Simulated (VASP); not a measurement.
VASP ran on this input.

KPOINTS:
```
Automatic mesh
0
Gamma
5 5 1
0 0 0
```

### INCAR
```
ALGO = Normal
EDIFF = 1E-6
ENCUT = 300
GGA = PE
ISIF = 2
ISMEAR = 0
LASPH = .True.
LCHARG = .False.
LMAXMIX = 4
LREAL = .False.
LWAVE = .False.
NELM = 100
PREC = Accurate
SIGMA = 0.272
SYSTEM = CaRbH3
```

**POSCAR**
```
CaRbH3
1
    4.5209700000     0.0000000000     0.0000000000
    0.0000000000     4.5209700000     0.0000000000
    0.0000000000     0.0000000000    16.7815000000
Rb Ca H
2 2 6
Direct
  0.0000000000   0.0000000000   0.4326490000
  0.0000000000   0.0000000000   0.7020530000
  0.5000000000   0.5000000000   0.2979470000
  0.5000000000   0.5000000000   0.5673510000
  0.5000000000   0.0000000000   0.2979470000
  0.0000000000   0.5000000000   0.2979470000
  0.5000000000   0.5000000000   0.4326490000
  0.5000000000   0.0000000000   0.5673510000
  0.0000000000   0.5000000000   0.5673510000
  0.5000000000   0.5000000000   0.7020530000
```

POTCAR, in this order: Rb_sv Ca_sv H (PBE.64 set). Program: vasp_std.

Problem. Write an equivalent input for Quantum ESPRESSO's pw.x.

Solution. One equivalent input (not run):
```
&CONTROL
  calculation = 'scf'
  pseudo_dir = './pseudo'
  outdir = './out'
  tprnfor = .true.
  tstress = .true.
/
&SYSTEM
  ibrav = 0
  nat = 10
  ntyp = 3
  ecutwfc = 72
  occupations = 'smearing'
  smearing = 'gaussian'
  degauss = 0.01999
  input_dft = 'pbe'
/
&ELECTRONS
  conv_thr = 7.3e-08
  electron_maxstep = 100
/
ATOMIC_SPECIES
  Rb 85.468 Rb.upf
  Ca 40.078 Ca.upf
  H 1.008 H.upf
CELL_PARAMETERS angstrom
     4.5209700    0.0000000    0.0000000
     0.0000000    4.5209700    0.0000000
     0.0000000    0.0000000   16.7815000
ATOMIC_POSITIONS crystal
  Rb   0.0000000  0.0000000  0.4326490
  Rb   0.0000000  0.0000000  0.7020530
  Ca   0.5000000  0.5000000  0.2979470
  Ca   0.5000000  0.5000000  0.5673510
  H    0.5000000  0.0000000  0.2979470
  H    0.0000000  0.5000000  0.2979470
  H    0.5000000  0.5000000  0.4326490
  H    0.5000000  0.0000000  0.5673510
  H    0.0000000  0.5000000  0.5673510
  H    0.5000000  0.5000000  0.7020530
K_POINTS automatic
  5 5 1 0 0 0
```
Limits of the translation: the potentials are each code's own (VASP's PAW set, PseudoDojo norm-conserving files in pw.x), so ENCUT and ecutwfc are chosen apart and not converted; conv_thr bounds pw.x's estimated SCF error, while EDIFF bounds the energy change between steps.

The cell is a sheet with vacuum, built from a database entry that may be metastable or hypothetical.
